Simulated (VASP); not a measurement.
```
CELL_PARAMETERS angstrom
      5.84427     0.00000     0.00000
      0.00000     5.84427     0.00000
      0.00000     0.00000     5.84427
ATOMIC_POSITIONS crystal
  Cs 0.00000 0.00000 0.00000
  Pb 0.50000 0.50000 0.50000
  Cl 0.50000 0.00000 0.50000
  Cl 0.00000 0.50000 0.50000
  Cl 0.50000 0.50000 0.00000
```

The numbers are results of PW91 GGA, VASP's PBE PAW potentials (set 64) (plane waves; VASP 6.6.1), not measurements. Run with 520 eV cut-off, 4×4×4 Γ-centred mesh, Gaussian smearing of 0.050 eV, potentials Cs_sv Pb_d Cl.

**Question.** Give the stress tensor in GPa (positive for a compressed cell).

**Answer.** 
```
-1.11   0.00   0.00
 0.00  -1.11   0.00
 0.00   0.00  -1.11
```
The pressure is its mean diagonal, -1.11 GPa.

The compound is CsPbCl3 in the cubic perovskite structure, the ideal cubic form; the compound distorts at low or room temperature. This cell is one point of a volume scan, at 1.06 of the reference volume.
